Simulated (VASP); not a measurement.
**DyZn (space group Pm-3m): computed properties**

The numbers are results of r2SCAN meta-GGA, VASP's PBE PAW potentials (set 64) (plane waves; VASP 6.6.1), not measurements.

For DyZn, the space group is Pm-3m (221). The cell is a = 3.5428 Å, b = 3.5428 Å, c = 3.5428 Å, α = 90.00°, β = 90.00°, γ = 90.00°. The volume per atom is 22.23 Å^3/atom. The band gap (over mesh and band path) comes out as none (metal, semimetal or under 0.01 eV), the band gap with spin-orbit coupling comes out as none (metallic) and the density comes out as 8.51 g/cm³.

```xyz
2
Lattice="3.5431 0.0000 0.0000 0.0000 3.5431 0.0000 0.0000 0.0000 3.5421" Properties=species:S:1:pos:R:3 pbc="T T T"
Zn     1.7715     1.7715     1.7711
Dy     0.0000     0.0000     0.0000
```

The 4f electrons are frozen in the core of the lanthanide potential, so 4f levels, which can set the real gap, and their magnetism are missing.

The structure comes from a measured DyZn entry (P4/mmm) of the Crystallography Open Database, whose conditions weren't checked. It was relaxed first. The relaxed cell has space group Pm-3m. Symmetry was kept, so distortions that lower it aren't found. The electron count is odd and the run is not spin-polarised, which forces a metal.
